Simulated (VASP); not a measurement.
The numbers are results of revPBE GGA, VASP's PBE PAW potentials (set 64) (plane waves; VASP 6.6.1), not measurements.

The input files of a VASP run:

POSCAR:
```
Si
3.8818590
  0.0000000000   0.7071068472   0.7071068472
  0.7071068472   0.0000000000   0.7071068472
  0.7071068472   0.7071068472   0.0000000000
Si
2
direct
  0.0000000000   0.0000000000   0.0000000000
  0.2500000000   0.2500000000   0.2500000000
```

KPOINTS:
```
Regular mesh
0
Gamma
 9 9 9
```

**INCAR**
```
ALGO=Normal   # blocked Davidson
NELM=100   # most electronic steps
PREC=Accurate
SYSTEM=Si
GGA=RE   # revPBE
NEDOS=601   # DOS grid
LWAVE=.False.
LCHARG=.True.
ISMEAR=-5   # tetrahedra, Bloechl
ISIF=2   # forces and stress, cell fixed
LORBIT=11   # lm-projected
EDIFF=1E-7
LASPH=.True.   # aspherical one-centre terms
LREAL=.False.   # projection in real space or not
ENCUT=520
```

POTCAR, in this order: Si (PBE.64 set). Program: vasp_std.

What VASP printed:

### OSZICAR
```
       N       E                     dE             d eps       ncg     rms          rms(c)
DAV:   1     0.675244068656E+01    0.67524E+01   -0.33159E+03   560   0.776E+02
DAV:   2    -0.103280643264E+02   -0.17081E+02   -0.16953E+02   848   0.799E+01
DAV:   3    -0.105623377095E+02   -0.23427E+00   -0.23427E+00   728   0.118E+01
DAV:   4    -0.105634246047E+02   -0.10869E-02   -0.10869E-02   856   0.887E-01
DAV:   5    -0.105634268963E+02   -0.22917E-05   -0.22917E-05   768   0.317E-02    0.535E+00
DAV:   6    -0.104700396796E+02    0.93387E-01   -0.59276E-02   688   0.132E+00    0.326E+00
DAV:   7    -0.104279347203E+02    0.42105E-01   -0.11882E-01   720   0.207E+00    0.155E-01
DAV:   8    -0.104296526855E+02   -0.17180E-02   -0.36626E-03   616   0.459E-01    0.906E-02
DAV:   9    -0.104302111953E+02   -0.55851E-03   -0.80212E-04   704   0.203E-01    0.518E-02
DAV:  10    -0.104302467555E+02   -0.35560E-04   -0.39700E-05   776   0.506E-02    0.928E-03
DAV:  11    -0.104302521064E+02   -0.53509E-05   -0.92886E-06   704   0.229E-02    0.609E-03
DAV:  12    -0.104302522680E+02   -0.16164E-06   -0.76210E-07   728   0.755E-03    0.345E-03
DAV:  13    -0.104302524284E+02   -0.16040E-06   -0.10878E-08   440   0.943E-04    0.150E-04
DAV:  14    -0.104302524429E+02   -0.14481E-07   -0.12077E-09   392   0.332E-04
   1 F= -.10430252E+02 E0= -.10430252E+02  d E =0.000000E+00
```

File OUTCAR:
```
------------------------ aborting loop because EDIFF is reached ----------------------------------------
  FORCE on cell =-STRESS in cart. coord.  units (eV):
  Direction    XX          YY          ZZ          XY          YZ          ZX
  --------------------------------------------------------------------------------------
  Total        0.0006902      0.0006902      0.0006902      0.0000000      0.0000000      0.0000000
  in kB        0.0267342      0.0267342      0.0267342      0.0000000      0.0000000      0.0000000
  external PRESSURE =       0.0267342 kB  Pullay stress =       0.0000000 kB
  volume of cell :       41.36
      direct lattice vectors                 reciprocal lattice vectors
     0.000000000  2.744889079  2.744889079    -0.182156723  0.182156723  0.182156723
     2.744889079  0.000000000  2.744889079     0.182156723 -0.182156723  0.182156723
     2.744889079  2.744889079  0.000000000     0.182156723  0.182156723 -0.182156723
 POSITION                                       TOTAL-FORCE (eV/Angst)
 -----------------------------------------------------------------------------------
      0.00000      0.00000      0.00000        -0.000000     -0.000000     -0.000000
      1.37244      1.37244      1.37244         0.000000      0.000000      0.000000
 -----------------------------------------------------------------------------------
    total drift:                               -0.000000     -0.000000     -0.000000
  FREE ENERGIE OF THE ION-ELECTRON SYSTEM (eV)
  ---------------------------------------------------
  free  energy   TOTEN  =       -10.4302524429 eV

  energy  without entropy=      -10.4302524429  energy(sigma->0) =      -10.43025244

 total charge

# of ion       s       p       d       tot
------------------------------------------
    1        0.751   0.923   0.000   1.674
    2        0.751   0.923   0.000   1.674
--------------------------------------------------
tot          1.501   1.846   0.000   3.348
```
(Selected blocks of OUTCAR.)

The compound is Si in the diamond structure. It was relaxed first.
